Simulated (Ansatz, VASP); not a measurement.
## Cross-check of SnW (rocksalt type (invented)) between VASP and Ansatz

Wanted: the spread between two codes on one cell, functional and k mesh. The cell is generated by rule, not measured, and may not be a known phase. The cell is taken from a series of runs on this material, whose earlier steps may have relaxed, scaled, displaced or heated it; both programs get it as it stands.

Method: plane waves, with VASP 6.6.1 beside it; relaxation of cell and atoms at PBE, in Ansatz 0.2.0.

### Step 1. The starting structure

The structure is cubic, space group Fm-3m (No. 225). Conventional cell: a = 5.545 Å, b = 5.545 Å, c = 5.545 Å, α = 90.00°, β = 90.00°, γ = 90.00°. Nearest to W lie 6 Sn at 2.77 Å. Sn has 6 W at 2.77 Å nearest. Farther neighbours are not listed.

### Step 2. VASP: relaxation of cell and atoms, PBE

The relaxed volume is the usual yardstick between codes: in a stiff, nearly cubic crystal its relative difference is about their pressure difference at one cell divided by the bulk modulus.

Lines of VASP's logs that name or quote its potential files are left out, and so is its time.

The input, INCAR:

```
SYSTEM = SnW
PREC = Accurate
ENCUT = 600
EDIFF = 1E-07
NELM = 120
ISMEAR = 0
SIGMA = 0.1
LREAL = .FALSE.
ALGO = Normal
GGA = PE
NBANDS = 16
LASPH = .TRUE.
LORBIT = 11
LWAVE = .FALSE.
LCHARG = .FALSE.
ISIF = 3
IBRION = 2
NSW = 80
EDIFFG = -0.005
GGA_COMPAT = .FALSE.
NELMIN = 4
```

The input, POSCAR:

```
SnW
1.0
    0.0000000000      2.7725930000      2.7725930000
    2.7725930000      0.0000000000      2.7725930000
    2.7725930000      2.7725930000      0.0000000000
W Sn
1 1
Direct
    0.0000000000      0.0000000000      0.0000000000
    0.5000000000      0.5000000000      0.5000000000
```

The input, KPOINTS:

```
Automatic mesh
0
Gamma
14 14 14
0 0 0
```

The projector-augmented-wave data sets are W and Sn_d (PBE family, release 64).

Started as:

```bash
$ mpirun -np 1 vasp_std
```

Numbers of over 12 decimals in the logs are rounded to 6 here.

What it wrote:

```text
[banner, memory and clock lines left out]
running    1 mpi-ranks, on    1 nodes
 distrk:  each k-point on    1 cores,    1 groups
 distr:  one band on    1 cores,    1 groups

 POSCAR found type information on POSCAR W Sn
 POSCAR found :  2 types and       2 ions
 LDA part: xc-table for (Slater+PW92), standard interpolation
 POSCAR, INCAR and KPOINTS ok, starting setup
 FFT: planning ... GRIDC
 FFT: planning ... GRID_SOFT
 FFT: planning ... GRID
 WAVECAR not read
 entering main loop
       N       E                     dE             d eps       ncg     rms          rms(c)
DAV:   1     0.131170850955E+03    0.13117E+03   -0.11089E+04  3360   0.185E+03
DAV:   2    -0.310219911865E+01   -0.13427E+03   -0.13082E+03  3712   0.426E+02
DAV:   3    -0.145634689186E+02   -0.11461E+02   -0.11224E+02  4120   0.101E+02
DAV:   4    -0.148242841105E+02   -0.26082E+00   -0.26063E+00  4056   0.167E+01
DAV:   5    -0.148307448301E+02   -0.64607E-02   -0.64605E-02  4536   0.266E+00    0.133E+01
DAV:   6    -0.140220297934E+02    0.80872E+00   -0.32217E+00  4240   0.738E+00    0.383E+00
DAV:   7    -0.139907654938E+02    0.31264E-01   -0.12155E-01  4088   0.446E+00    0.263E+00
DAV:   8    -0.139820458104E+02    0.87197E-02   -0.27113E-02  4664   0.230E+00    0.144E-01
DAV:   9    -0.139812495201E+02    0.79629E-03   -0.34939E-03  4120   0.986E-01    0.159E-01
DAV:  10    -0.139812496793E+02   -0.15928E-06   -0.20732E-04  4080   0.141E-01    0.121E-02
DAV:  11    -0.139812482599E+02    0.14194E-05   -0.15153E-05  4488   0.432E-02    0.164E-02
DAV:  12    -0.139812467180E+02    0.15419E-05   -0.26848E-06  4152   0.122E-02    0.228E-03
DAV:  13    -0.139812466049E+02    0.11304E-06   -0.93961E-08  2792   0.284E-03    0.357E-04
DAV:  14    -0.139812466316E+02   -0.26651E-07   -0.22131E-08  2208   0.156E-03
   1 F= -.13981247E+02 E0= -.13972946E+02  d E =-.139812E+02
 curvature:   0.00 expect dE= 0.000E+00 dE for cont linesearch  0.000E+00
 trial: gam= 0.00000 g(F)=  0.276E-60 g(S)=  0.334E-02 ort = 0.000E+00 (trialstep = 0.100E+01)
 search vector abs. value=  0.334E-02
 bond charge predicted
       N       E                     dE             d eps       ncg     rms          rms(c)
DAV:   1    -0.140195844517E+02   -0.38338E-01   -0.83309E-01  4208   0.146E+01    0.126E+00
DAV:   2    -0.139878638378E+02    0.31721E-01   -0.52139E-02  4304   0.398E+00    0.528E-01
DAV:   3    -0.139807537929E+02    0.71100E-02   -0.18970E-02  4272   0.232E+00    0.928E-02
DAV:   4    -0.139804363883E+02    0.31740E-03   -0.12483E-03  3704   0.344E-01    0.317E-02
DAV:   5    -0.139804210983E+02    0.15290E-04   -0.81533E-05  4144   0.884E-02    0.122E-02
DAV:   6    -0.139804191788E+02    0.19195E-05   -0.95128E-06  4984   0.229E-02    0.102E-02
DAV:   7    -0.139804188003E+02    0.37843E-06   -0.39704E-06  4048   0.158E-02    0.890E-04
DAV:   8    -0.139804187189E+02    0.81392E-07   -0.15916E-07  3024   0.391E-03
   2 F= -.13980419E+02 E0= -.13972285E+02  d E =0.827913E-03
 trial-energy change:    0.000828  1 .order    0.000899   -0.003345    0.005143
 step:   0.4062(harm=  0.3941)  dis= 0.00000  next Energy=   -13.981931 (dE=-0.684E-03)
 bond charge predicted
       N       E                     dE             d eps       ncg     rms          rms(c)
DAV:   1    -0.139956642600E+02   -0.15245E-01   -0.29970E-01  4192   0.904E+00    0.738E-01
DAV:   2    -0.139846465622E+02    0.11018E-01   -0.17946E-02  4312   0.231E+00    0.315E-01
DAV:   3    -0.139820810206E+02    0.25655E-02   -0.69271E-03  4256   0.139E+00    0.514E-02
DAV:   4    -0.139819413377E+02    0.13968E-03   -0.44890E-04  3768   0.217E-01    0.175E-02
DAV:   5    -0.139819375323E+02    0.38054E-05   -0.29847E-05  4240   0.615E-02    0.742E-03
DAV:   6    -0.139819341742E+02    0.33581E-05   -0.30025E-06  5072   0.151E-02    0.665E-03
DAV:   7    -0.139819329817E+02    0.11925E-05   -0.16656E-06  4032   0.127E-02    0.687E-04
DAV:   8    -0.139819330594E+02   -0.77654E-07   -0.48175E-08  1952   0.266E-03
   3 F= -.13981933E+02 E0= -.13973699E+02  d E =-.686428E-03
 curvature:  -0.20 expect dE=-0.701E-07 dE for cont linesearch -0.701E-07
 trial: gam= 0.00000 g(F)=  0.193E-59 g(S)=  0.356E-06 ort =-0.345E-04 (trialstep = 0.881E+00)
 search vector abs. value=  0.356E-06
 reached required accuracy - stopping structural energy minimisation
```

Parts of OUTCAR (step 2):

```text
ion  position               nearest neighbor table
   1  0.000  0.000  0.000-   2 2.77   2 2.77   2 2.77   2 2.77   2 2.77   2 2.77
   2  0.500  0.500  0.500-   1 2.77   1 2.77   1 2.77   1 2.77   1 2.77   1 2.77

  LATTYP: Found a face centered cubic cell.
 ALAT       =     5.5451860000

 Subroutine GETGRP returns: Found 48 space group operations
 (whereof 48 operations were pure point group operations)

The static configuration has the point symmetry O_h .

 Found    104 irreducible k-points:

   k-points           NKPTS =    104   k-points in BZ     NKDIM =    104   number of bands    NBANDS=     16

   dimension x,y,z NGX =    32 NGY =   32 NGZ =   32
   dimension x,y,z NGXF=    64 NGYF=   64 NGZF=   64

   ENCUT  =  600.0 eV  44.10 Ry    6.64 a.u.   7.83  7.83  7.83*2*pi/ulx,y,z

   NELECT =      20.0000    total number of electrons

 k-points in reciprocal lattice and weights: Automatic mesh
   0.00000000  0.00000000  0.00000000       0.000
   0.07142857  0.00000000  0.00000000       0.003
   0.14285714  0.00000000  0.00000000       0.003
   0.21428571  0.00000000  0.00000000       0.003
   0.28571429  0.00000000  0.00000000       0.003
   0.35714286  0.00000000  0.00000000       0.003
   0.42857143  0.00000000  0.00000000       0.003
   0.50000000  0.00000000  0.00000000       0.001
   0.07142857  0.07142857  0.00000000       0.002
[...]
-0.28571429  0.42857143  0.21428571       0.009
  -0.28571429  0.50000000  0.21428571       0.004

 average (electrostatic) potential at core
       1 -38.0363       2 -98.7176

 E-fermi :   7.9434

 k-point     1 :       0.0000    0.0000    0.0000
  band No.  band energies     occupation
    ...
      7       6.7965      2.00000
      8       6.7965      2.00000
      9       6.7965      2.00000
     10       7.4342      2.00000
     11       7.4342      2.00000
     12      11.0549      0.00000
     13      11.0549      0.00000
     14      11.0549      0.00000
     15      15.2464      0.00000
     16      15.9298      0.00000

 k-point     2 :       0.0714    0.0000    0.0000
  band No.  band energies     occupation
    ...
      7       6.6537      2.00000
      8       6.7935      2.00000
      9       6.7935      2.00000
     10       7.2787      2.00000
     11       7.2787      2.00000
     12      10.7041      0.00000
     13      11.3474      0.00000
     14      11.3474      0.00000
     15      15.3778      0.00000
     16      16.3844      0.00000

 k-point     3 :       0.1429    0.0000    0.0000
  band No.  band energies     occupation
    ...
      7       6.2166      2.00000
      8       6.5692      2.00000
      9       6.5692      2.00000
     10       7.1747      2.00000
     11       7.1747      2.00000
     12      10.0008      0.00000
     13      12.0636      0.00000
     14      12.0636      0.00000
     15      15.6142      0.00000
     16      17.1793      0.00000

  Total        0.0022183      0.0022183      0.0022183     -0.0000000     -0.0000000      0.0000000
  in kB        0.0839045      0.0839045      0.0839045     -0.0000000     -0.0000000      0.0000000
  external PRESSURE =       0.0839045 kB  Pullay stress =       0.0000000 kB

  energy-cutoff  :      600.00
  volume of cell :       42.36
      direct lattice vectors                 reciprocal lattice vectors
     0.000000000  2.766752607  2.766752607    -0.180717278  0.180717278  0.180717278
     2.766752607 -0.000000000  2.766752607     0.180717278 -0.180717278  0.180717278
     2.766752607  2.766752607 -0.000000000     0.180717278  0.180717278 -0.180717278

 POSITION                                       TOTAL-FORCE (eV/Angst)
 -----------------------------------------------------------------------------------
      0.00000      0.00000      0.00000        -0.000000      0.000000      0.000000
      2.76675      2.76675      2.76675         0.000000     -0.000000     -0.000000
 -----------------------------------------------------------------------------------
    total drift:                               -0.000000     -0.000000      0.000000

  FREE ENERGIE OF THE ION-ELECTRON SYSTEM (eV)
  ---------------------------------------------------
  free  energy   TOTEN  =       -13.9819330594 eV

  energy  without entropy=      -13.9654656774  energy(sigma->0) =      -13.97369937

 reached required accuracy - stopping structural energy minimisation

 total charge
# of ion       s       p       d       tot
------------------------------------------
    1        0.508   0.376   4.073   4.958
    2        1.130   1.400  10.047  12.577
--------------------------------------------------
tot          1.638   1.776  14.120  17.534

[... 3 further parts left out ...]
```

The data set W keeps the semicore shell frozen, which is cheaper and a little less accurate.

### Step 3. Ansatz: relaxation of cell and atoms, PBE

Ansatz runs on its default PAW (the set named soft_2) files.

The same cell, functional, mesh and smearing now go to Ansatz, which takes its cutoff from its data sets.

The input, input.yaml:

```yaml
crystal:
  lattice:
    - [0.0, 2.7725927739, 2.7725927739]
    - [2.7725927739, 0.0, 2.7725927739]
    - [2.7725927739, 2.7725927739, 0.0]
  atoms:
    - { symbol: W, position: [0.0, 0.0, 0.0] }
    - { symbol: Sn, position: [0.5, 0.5, 0.5] }
kpoints:
  mp_grid: { grid: [14, 14, 14] }
hamiltonian:
  xc: pbe
scf:
  occupations: { method: gaussian, width: 0.1 }
output:
  forces: true
  stress: true
  eigenvalues: true
relax:
  adjacent_minimum: "off"
  f_tol: 0.005
  max_steps: 80
  cell: { stress_tol: 0.05 }
```

Started as:

```bash
$ ansatz run input.yaml --threads 2 --pin off --max-ram 5120MiB --backend cpu --events-out ev --progress --plain --runs-dir out
```

What it wrote:

```text
Engine: ansatz 0.2.0, aarch64-unknown-linux-gnu
Pseudopotentials: kind: paw
Pseudopotential: W, paw, valence charge 14, recommended cutoff 420 eV (normal), W.paw.azcp
Pseudopotential: Sn, paw, valence charge 14, recommended cutoff 420 eV (normal), Sn.paw.azcp
Functional definition: PBE
  parameter kappa = 0.804
  parameter beta = 0.066725
  exchange = pbe_x(kappa = kappa, mu = beta*pi^2/3)
  correlation = pbe_c(beta = beta)
Crystal: 2 atoms, lattice volume = 42.627 Å³
Basis set: ecut = 420 eV, 869 PW (Γ), exchange–correlation on 54×54×54 points (8 copies of the dense FFT grid, shifted against one another)
Bands: 18, of which v1, the nominal top of the filled ones, is band 14 counted from 1 (13 counted from 0)
Symmetry: 48 space group operations
Space group: Fm-3m (ITA 225), of the structure as read, at distance tolerance 3.5e-5 Å
k-points: 104 of 2744
Non-local potential: W, projectors of the file, l = 0: 3, l = 1: 2, l = 2: 2, l = 3: 1
Non-local potential: Sn, projectors of the file, l = 0: 2, l = 1: 2, l = 2: 2, l = 3: 2
PAW form: soft (Blöchl's): semilocal exchange-correlation on the pseudo side does not see the compensation charge
PAW one-centre angular grid: W, 590 points (default); XC on 64 Gauss nodes
PAW one-centre angular grid: Sn, 590 points (default); XC on 64 Gauss nodes
Initial density: superposition of atomic densities (neutral atoms: chi_scale 0, normalization atom), corrected by the library's trained network
Initial wavefunctions: pseudopotential atomic-orbital guess
Functional: x = pbe(κ = 0.804, μ = 0.219515), c = pbe(β = 0.066725)
SCF iter   1: F=—  HF=-16406.168212 eV  |F-HF|=—  |Δ(HF+E_count)|=         —  Δρ=4.38e-3  dr2=7.25e-3  ethr=1.77e-3  ⟨swp⟩=5.7  Hψ=9823  notcnv=0
preconditioner: auto → Kerker (q_TF=auto, 2.544 Å⁻¹)  [metal: Δε(μ)=0.026 eV  Ē_g=14.601 eV  σ=0.100 eV  W_gap=0.14  n_scr=14 (ndim 8)  ℏωp=25.4 eV  f_vac=0.000  D(μ)=3.24/eV (n_scr^D=26)]
SCF iter   2: F=—  HF=-16406.167901 eV  |F-HF|=—  |Δ(HF+E_count)|=   3.11e-4  Δρ=2.23e-3  dr2=1.35e-3  ethr=2.59e-5  ⟨swp⟩=1.1  Hψ=2738  notcnv=0
SCF iter   3: F=—  HF=-16406.168170 eV  |F-HF|=—  |Δ(HF+E_count)|=   2.69e-4  Δρ=5.43e-4  dr2=8.43e-5  ethr=4.81e-6  ⟨swp⟩=2.0  Hψ=2261  notcnv=0
SCF iter   4: F=—  HF=-16406.168195 eV  |F-HF|=—  |Δ(HF+E_count)|=   2.47e-5  Δρ=1.01e-4  dr2=4.96e-6  ethr=3.01e-7  ⟨swp⟩=2.2  Hψ=2262  notcnv=0
SCF iter   5: F=—  HF=-16406.168194 eV  |F-HF|=—  |Δ(HF+E_count)|=   2.39e-7  Δρ=2.92e-5  dr2=3.77e-7  ethr=1.77e-8  ⟨swp⟩=2.6  Hψ=2953  notcnv=0
SCF iter   6: F=-16406.168194 eV  HF=-16406.168194 eV  |F-HF|=6.66e-10  |Δ(HF+E_count)|=   6.63e-8  Δρ=8.87e-6  dr2=3.48e-8  ethr=3.57e-10  ⟨swp⟩=6.0  Hψ=7589  notcnv=0
SCF 1 converged in 6 iterations: F = -16406.168194 eV  dr2 = 3.48e-8
  greatest PAW one-centre occupation: 0.999 electrons in one spin orbital (limit 2), on the W atom at site 0 (counted from 0), in its partial waves of l = 0
relax step   1: F+E_penalty+E_count = -16406.16819420 eV  Δ(F+E_penalty+E_count) = +0.000e0 eV  max|allowed force component| = 2.810e-29 eV/Å  Δτ_max = 0.0000 Å  P = -0.149 GPa  Ω = 42.627 Å³  (6 SCF iters, dr2 threshold 1.00e-7 eV, accepted)
[...]
relax step   2: F+E_penalty+E_count = -16406.16818437 eV  Δ(F+E_penalty+E_count) = +9.830e-6 eV  max|allowed force component| = 9.673e-29 eV/Å  Δτ_max = 0.0000 Å  P = +0.291 GPa  Ω = 42.483 Å³  energy of the carried Pulay correction = +5.371e-5 eV  (4 SCF iters, dr2 threshold 5.51e-8 eV, rejected (line search))
[...]
relax step   3: F+E_penalty+E_count = -16406.16823517 eV  Δ(F+E_penalty+E_count) = -4.097e-5 eV  max|allowed force component| = 1.042e-29 eV/Å  Δτ_max = 0.0000 Å  P = -0.000 GPa  Ω = 42.578 Å³  energy of the carried Pulay correction = +1.819e-5 eV  (6 SCF iters, accepted)
[...]
relax step   4: F+E_penalty+E_count = -16406.16821482 eV  Δ(F+E_penalty+E_count) = +2.035e-5 eV  max|allowed force component| = 1.735e-29 eV/Å  Δτ_max = 0.0000 Å  P = -0.000 GPa  Ω = 42.578 Å³  stress off target by 3.46e-4 GPa  SCF on the basis re-selected at this cell (its energy is not comparable with the rows above)  (3 SCF iters)
basis re-selected at this cell: Δ(F+E_penalty+E_count) = +2.035e-5 eV, ΔP = +0.000 GPa vs the last step (what re-selecting the basis moved, of the pressure what is left beyond the Pulay correction that the steps carried, after the strain that the cell walked since its last selection, with what the two solves' SCF thresholds leave and, on support functions, any second-order correction that the steps lacked; it is no m [...]
SCF converged after 3 iterations
Free energy (F): -16406.168215 eV
Harris-Foulkes:  -16406.168215 eV  (|F-HF|=0.00e0)
Internal energy: -16406.151817 eV  (E = F + TS)
E sigma→0 (E₀):  -16406.160016 eV
Entropy (-TS):   -0.016398 eV (-8.199 meV/atom)
Fermi energy:    15.185381 eV
--- Per-component energies (eV) ---
  E_band       = -201.236159
  E_kinetic    = 637.053469
  E_local      = -1560.261959  (includes V_loc(G=0)·N_el)
  E_nonlocal   = -28.145773
  E_hartree    = 784.153273
  E_xc         = -646.970161
  E_vxc        = -331.963092  (∫ρ·V_xc dr)
  E_paw        = -12702.677099  (= ΣΔE_a)
  E_vpaw       = -486.225386  (= ΣTr[D̂ρ^β])
  E_aug_tail   = -0.000055  (compensation charges beyond the density's cutoff)
  E_ewald      = -2889.303512
  E_smearing   = -0.016398  (= −TS)
  E_closure    = 0.000000  (closes the sum)
  Σ components = -16406.168215   (vs F -16406.168215, Δ=0.00e0)
--- Forces (eV/Å), atoms counted from 1 ---
  atom   1  W      0.00000000    -0.00000000    -0.00000000
  atom   2  Sn     0.00000000    -0.00000000     0.00000000
  max |Σ_I F_I| component: 5.36e-29 eV/Å
--- Stress (GPa, compression-positive) ---
       -0.000346      -0.000000      -0.000000
       -0.000000      -0.000346       0.000000
       -0.000000       0.000000      -0.000346
  P = ⅓ Tr σ = -0.0003 GPa (-0.003 kbar)
--- Band table (eV; the first three rows and the last of 104) ---
  k-point 0: bands = [... 10 lower, 14.0422, 14.0422, 14.0422, 14.6771, 14.6771, 18.2292, 18.2292, 18.2292]
  k-point 1: bands = [... 10 lower, 13.8987, 14.0388, 14.0388, 14.5208, 14.5208, 17.8839, 18.5232, 18.5232]
  k-point 2: bands = [... 10 lower, 13.4595, 13.8119, 13.8119, 14.4184, 14.4184, 17.1932, 19.2413, 19.2413]
  k-point 103: bands = [... 10 lower, 11.7106, 11.8625, 11.9448, 15.6916, 15.9219, 15.9809, 16.0656, 17.8462]
--- Relaxed structure (3 steps of the walk, 2 accepted, 1 SCFs on fresh bases) ---
  F+E_penalty+E_count = -16406.16821482 eV   max|allowed force component| = 1.735e-29 eV/Å   (the final SCF, on the basis selected at the relaxed cell)
  cell:  # Å, volume = 42.5783 Å³
    - [0, 2.771530, 2.771530]
    - [2.771530, 0, 2.771530]
    - [2.771530, 2.771530, 0]
  atoms:
    - { symbol: W, position: [0, 0, 0] }
    - { symbol: Sn, position: [0.5, 0.5, 0.5] }
```

### Step 4. Differences

Known differences besides the potentials themselves: the data sets hold 28 valence electrons in Ansatz (on its default PAW (the set named soft_2) files) and 20 in VASP; the cutoff is 420 eV in Ansatz and 600 eV in VASP; Ansatz adds a Pulay correction to the stress that steers its cell, VASP none. Total energies have different zeros and are not compared.

Compared:

| quantity | Ansatz | VASP | difference |
| --- | --- | --- | --- |
| volume (Å³) | 42.58 | 42.36 | +0.52 % |
| edge a after relaxation, in the typed setting (Å) | 3.920 | 3.913 | +0.17 % |

### Step 5. Summary of results

| Property | Result |
| --- | --- |
| difference in volume (relaxation of cell and atoms, PBE) | 0.52 % |

What this shows: The difference in volume is 0.52 % (relaxation of cell and atoms, PBE), within the 1.2 % picked in this series as the mark of a large difference, as far as the stopping tolerances let one tell. The data sets hold unlike numbers of valence electrons (28 in Ansatz and 20 in VASP), so part of the differences comes from the potentials. 1 further run of this series is not shown here. How closely two codes agree says nothing of how well the functional describes the real material.

[Lines on the potential files, build, host, timing and source positions are cut from VASP's logs without a mark.]

[Logs are printed without paths, hosts, clocks, repeated set-up lines and the standing remarks that a program may print on its own settings, such as how far it seeks lower states.]

[Hosts, paths, dates, database ids (printed as entryN), source tags and the programs' standing remarks are cut or masked in the printed files.]
